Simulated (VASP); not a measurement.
Calculation: RPBE GGA, VASP's PBE PAW potentials (set 64) (plane waves; VASP).

A VASP calculation is set up with these files.

**POSCAR**
```
BaZrO3
1
    4.2705467303     0.0000000000     0.0000000000
    0.0000000000     4.2705467303     0.0000000000
    0.0000000000     0.0000000000     4.2705467303
Ba Zr O
1 1 3
Direct
  0.0000000000   0.0000000000   0.0000000000
  0.5000000000   0.5000000000   0.5000000000
  0.5000000000   0.0000000000   0.5000000000
  0.0000000000   0.5000000000   0.5000000000
  0.5000000000   0.5000000000   0.0000000000
```

**INCAR**
```
SYSTEM = BaZrO3
PREC = Accurate; ENCUT = 520; LREAL = .FALSE.
LASPH = .TRUE.; ICHARG = 11
EDIFF = 1E-7; NELM = 100; ALGO = Normal
LMAXMIX = 4
ISMEAR = 0; SIGMA = 0.05
GGA = RP
LWAVE = .FALSE.; LCHARG = .FALSE.; LORBIT = 11
```

### KPOINTS
```
k-points along high-symmetry lines
15
Line-mode
Reciprocal
  0.000000   0.000000   0.000000 ! GAMMA
  0.000000   0.500000   0.000000 ! X

  0.000000   0.500000   0.000000 ! X
  0.500000   0.500000   0.000000 ! M

  0.500000   0.500000   0.000000 ! M
  0.000000   0.000000   0.000000 ! GAMMA

  0.000000   0.000000   0.000000 ! GAMMA
  0.500000   0.500000   0.500000 ! R

  0.500000   0.500000   0.500000 ! R
  0.000000   0.500000   0.000000 ! X

  0.500000   0.500000   0.500000 ! R
  0.500000   0.500000   0.000000 ! M
```

POTCAR, in this order: Ba_sv Zr_sv O (PBE.64 set). Program: vasp_std. Read from the step before: CHGCAR.

Output

File OUTCAR:
```
 ion  position               nearest neighbor table
   1  0.000  0.000  0.000-   3 3.02   4 3.02   5 3.02   3 3.02   4 3.02   4 3.02   5 3.02   4 3.02
                             3 3.02   5 3.02   3 3.02   5 3.02   2 3.70   2 3.70   2 3.70   2 3.70
   2  0.500  0.500  0.500-   3 2.14   4 2.14   5 2.14   5 2.14   3 2.14   4 2.14   1 3.70   1 3.70
                             1 3.70   1 3.70   1 3.70   1 3.70   1 3.70   1 3.70
   3  0.500  0.000  0.500-   2 2.14   2 2.14   1 3.02   1 3.02   1 3.02   1 3.02
   4  0.000  0.500  0.500-   2 2.14   2 2.14   1 3.02   1 3.02   1 3.02   1 3.02
   5  0.500  0.500  0.000-   2 2.14   2 2.14   1 3.02   1 3.02   1 3.02   1 3.02
  LATTYP: Found a simple cubic cell.
 ALAT       =     4.2705467303
 Subroutine PRICEL returns:
 Original cell was already a primitive cell.
 Subroutine GETGRP returns: Found 48 space group operations
The static configuration has the point symmetry O_h .
The dynamic configuration has the point symmetry O_h .
 Subroutine INISYM returns: Found 48 space group operations
   k-points           NKPTS =     90   k-points in BZ     NKDIM =     90   number of bands    NBANDS=     24
   number of dos      NEDOS =    301   number of ions     NIONS =      5
   total plane-waves  NPLWV =  32768
   dimension x,y,z NGX =    32 NGY =   32 NGZ =   32
   dimension x,y,z NGXF=    64 NGYF=   64 NGZF=   64
   ions per type =               1   1   3
   PREC   = accura    normal or accurate (medium, high low for compatibility)
   ISTART =      0    job   : 0-new  1-cont  2-samecut
   ICHARG =     11    charge: 1-file 2-atom 10-const
...
```

OSZICAR:
```
       N       E                     dE             d eps       ncg     rms          rms(c)
DAV:   1     0.321388057723E+03    0.32139E+03   -0.22243E+04  4320   0.163E+03
DAV:   2    -0.144952005758E+02   -0.33588E+03   -0.33089E+03  5408   0.385E+02
DAV:   3    -0.380632848165E+02   -0.23568E+02   -0.23489E+02  7464   0.921E+01
DAV:   4    -0.386310487510E+02   -0.56776E+00   -0.56756E+00  5824   0.126E+01
DAV:   5    -0.386499412898E+02   -0.18893E-01   -0.18892E-01  6672   0.157E+00
DAV:   6    -0.386501574352E+02   -0.21615E-03   -0.21614E-03  5784   0.191E-01
DAV:   7    -0.386501614976E+02   -0.40623E-05   -0.40623E-05  6624   0.218E-02
DAV:   8    -0.386501615660E+02   -0.68434E-07   -0.68445E-07  5832   0.297E-03
   1 F= -.38650162E+02 E0= -.38650162E+02  d E =-.396189E-18
```

### OUTCAR
```
 val. band max:        3.5509221421   @ k =   0.5000   0.5000   0.5000

 cond. band min:       6.6588831471   @ k =   0.0000   0.0000   0.0000



 k-point     1 :       0.0000    0.0000    0.0000
  band No.  band energies     occupation
      1     -43.8834      2.00000
      2     -22.0206      2.00000
      3     -21.9639      2.00000
      4     -21.9639      2.00000
      5     -21.9639      2.00000
      6     -12.8109      2.00000
      7     -12.5111      2.00000
      8     -12.5111      2.00000
      9      -7.1526      2.00000
     10      -7.1526      2.00000
     11      -7.1526      2.00000
     12       2.0327      2.00000
     13       2.0327      2.00000
     14       2.0327      2.00000
     15       2.6528      2.00000
     16       2.6528      2.00000
     17       2.6528      2.00000
     18       3.2732      2.00000
     19       3.2732      2.00000
     20       3.2732      2.00000
     21       6.6589      0.00000
     22       6.6589      0.00000
     23       6.6589      0.00000
     24       8.2387      0.00000

 k-point     2 :       0.0000    0.0357    0.0000
  band No.  band energies     occupation
      1     -43.8834      2.00000
      2     -22.0270      2.00000
      3     -21.9638      2.00000
      4     -21.9638      2.00000
      5     -21.9594      2.00000
      6     -12.8088      2.00000
      7     -12.5109      2.00000
      8     -12.5058      2.00000
      9      -7.1519      2.00000
     10      -7.1519      2.00000
     11      -7.1507      2.00000
     12       2.0138      2.00000
     13       2.0296      2.00000
     14       2.0296      2.00000
     15       2.6405      2.00000
     16       2.6405      2.00000
     17       2.6437      2.00000
     18       3.2372      2.00000
     19       3.2679      2.00000
     20       3.2679      2.00000
     21       6.6630      0.00000
     22       6.6872      0.00000
     23       6.6872      0.00000
     24       8.2589      0.00000

...
```

The density is held fixed in this step, so its total energy and stress have no physical meaning. Unless said otherwise, spin-orbit coupling is left out, though it shifts the bands of the heavy elements here.

The compound is BaZrO3 in the cubic perovskite structure. It was relaxed first, which changed the volume by +6 %.
